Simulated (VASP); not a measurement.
**Al: single point with PBE**

The system is Al.

```xyz
1
Lattice="0.0000 2.0203 2.0203 2.0203 0.0000 2.0203 2.0203 2.0203 0.0000" Properties=species:S:1:pos:R:3 pbc="T T T"
Al    0.0000    0.0000    0.0000
```

* Program: VASP 6.6.1
* Task: single point
* Functional: PBE
* Potentials or basis: VASP PAW PBE potentials, release 64 (Al)
* Cutoff: 520 eV
* k mesh: 18 × 18 × 18
* Occupations: gaussian, width 0.1 eV
* Spin: no spin polarisation

The pressure is 0.0 GPa and the band gap on the k mesh is none (metal or under the smearing width).

Levels at points of the mesh, in eV from the Fermi level:
| k point | band 1 | band 2 | band 3 | band 4 | band 5 | band 6 |
| --- | --- | --- | --- | --- | --- | --- |
| (0.00, 0.00, 0.00) | -11.13 | 12.63 | 12.63 | 12.63 | 14.13 | 14.13 |
| (0.50, 0.00, 0.00) | -4.59 | -4.37 | 11.42 | 11.42 | 11.47 | 11.47 |
| (0.50, 0.50, 0.00) | -2.92 | -1.59 | 5.27 | 5.61 | 5.61 | 9.08 |

It took 26 s on 1 thread of Intel(R) Xeon(R) Platinum 8375C CPU @ 2.90GHz (Ice Lake), on a shared host, peak memory 0.14 GiB.
